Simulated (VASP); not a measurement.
An input for Quantum ESPRESSO's pw.x (written as the equivalent of a VASP run, and not itself run):

```
&CONTROL
  calculation = 'vc-relax'
  pseudo_dir = './pseudo'
  outdir = './out'
  tprnfor = .true.
  tstress = .true.
  nstep = 60
  forc_conv_thr = 0.00078
/
&SYSTEM
  ibrav = 0
  nat = 5
  ntyp = 3
  ecutwfc = 84
  occupations = 'smearing'
  smearing = 'gaussian'
  degauss = 0.003675
  input_dft = 'pbesol'
/
&ELECTRONS
  conv_thr = 7.3e-08
  electron_maxstep = 100
/
&IONS
/
&CELL
/
ATOMIC_SPECIES
  K 39.098 K.upf
  Pt 195.084 Pt.upf
  C 12.011 C.upf
CELL_PARAMETERS angstrom
     5.1325064    0.0000000    0.0000000
    -2.5662532    4.4448810   -0.0000000
     0.0000000   -0.0000000    5.1600484
ATOMIC_POSITIONS crystal
  K    0.3333330  0.6666670  0.7780499
  K    0.6666670  0.3333330  0.2219501
  Pt   0.0000000  0.0000000  0.5000000
  C    1.0000000  0.0000000  0.8758564
  C    0.0000000  0.0000000  0.1241436
K_POINTS automatic
  5 5 4 0 0 0
```

Q: Write the VASP files for the same calculation (PBEsol).

A: One answer among several that fit: 
### INCAR
```
SYSTEM  =  K2PtC2
PREC  =  Accurate; ENCUT  =  520; LREAL  =  .FALSE.
LASPH  =  .TRUE.
EDIFF  =  1E-6; NELM  =  100; ALGO  =  Normal
LMAXMIX  =  6
ISMEAR  =  0; SIGMA  =  0.05
GGA  =  PS
IBRION  =  2; NSW  =  60; ISIF  =  3
EDIFFG  =  -0.02
LWAVE  =  .FALSE.; LCHARG  =  .FALSE.
```

### POSCAR
```
K2PtC2
1.0
  5.1325063957   0.0000000000   0.0000000000
 -2.5662531979   4.4448809504   0.0000000000
  0.0000000000   0.0000000000   5.1600483789
K Pt C
2 1 2
direct
  0.3333330000   0.6666670000   0.7780498873
  0.6666670000   0.3333330000   0.2219501127
  0.0000000000   0.0000000000   0.5000000000
  1.0000000000   0.0000000000   0.8758564002
  0.0000000000   0.0000000000   0.1241435998
```

KPOINTS:
```
kpoints
0
Gamma
 5 5 4
0 0 0
```

POTCAR, in this order: K_sv Pt C (PBE.64 set). Program: vasp_std.

The two are equivalent in intent, not identical: the potentials are each code's own (VASP's PAW set, PseudoDojo norm-conserving files in pw.x), so ENCUT and ecutwfc are chosen apart and not converted; conv_thr bounds pw.x's estimated SCF error, while EDIFF bounds the energy change between steps; forc_conv_thr acts on force components and is met together with etot_conv_thr.

The structure comes from a computed database's K2PtC2 entry (P-3m1); how it stands against other phases isn't given here. This run relaxes it. Symmetry was kept, so distortions that lower it aren't found. The start is the result of an earlier pass.
